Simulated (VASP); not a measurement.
Input for VASP

### POSCAR
```
ZrO2
1
    0.0000000000     2.5959000000     2.5959000000
    2.5959000000     0.0000000000     2.5959000000
    2.5959000000     2.5959000000     0.0000000000
Zr O
1 2
Direct
  0.0000000000   0.0000000000   0.0000000000
  0.2500000000   0.2500000000   0.2500000000
  0.7500000000   0.7500000000   0.7500000000
```

KPOINTS:
```
Automatic mesh
0
Gamma
6 6 6
0 0 0
```

INCAR:
```
ENCUT=520   # plane-wave cut-off (eV)
ALGO=Normal   # blocked Davidson
LASPH=.TRUE.   # aspherical one-centre terms
SIGMA=0.05   # width (eV)
EDIFF=1E-6   # SCF stop (eV)
GGA=PE   # PBE
NELM=100   # most electronic steps
ISMEAR=0
LMAXMIX=4   # l cut-off of mixed one-centre charges
LREAL=.FALSE.   # projection in real space or not
SYSTEM=ZrO2
LCHARG=.FALSE.
PREC=Accurate
ISIF=2
LWAVE=.FALSE.
```

POTCAR, in this order: Zr_sv O (PBE.64 set). Program: vasp_std.

Q: Write an equivalent input for Ansatz.

A: One equivalent input (not run):
Ansatz 0.2 input:
```yaml
crystal:
  lattice:
    - [0.0000000, 2.5959000, 2.5959000]
    - [2.5959000, 0.0000000, 2.5959000]
    - [2.5959000, 2.5959000, 0.0000000]
  atoms:
    - { symbol: Zr, position: [0.0000000, 0.0000000, 0.0000000] }
    - { symbol: O, position: [0.2500000, 0.2500000, 0.2500000] }
    - { symbol: O, position: [0.7500000, 0.7500000, 0.7500000] }
kpoints:
  mp_grid: { grid: [6, 6, 6] }
hamiltonian:
  xc: pbe
  pseudopotentials: { kind: paw }
scf:
  occupations: { method: gaussian, width: 0.05 }
  max_iter: 100
output: { forces: true, stress: true, eigenvalues: true }
```
The two are equivalent in intent, not identical: each code has its own PAW files, so the cut-off isn't converted (ENCUT is set for VASP's; basis.ecutwfc is left out, and Ansatz then takes the one that its files recommend); Ansatz stops its SCF on the density residual and VASP on the energy change (EDIFF).

The compound is ZrO2 in the fluorite structure, the high-temperature cubic form, which is unstable at 0 K; the monoclinic form is the stable one. The cell was not relaxed at this level.
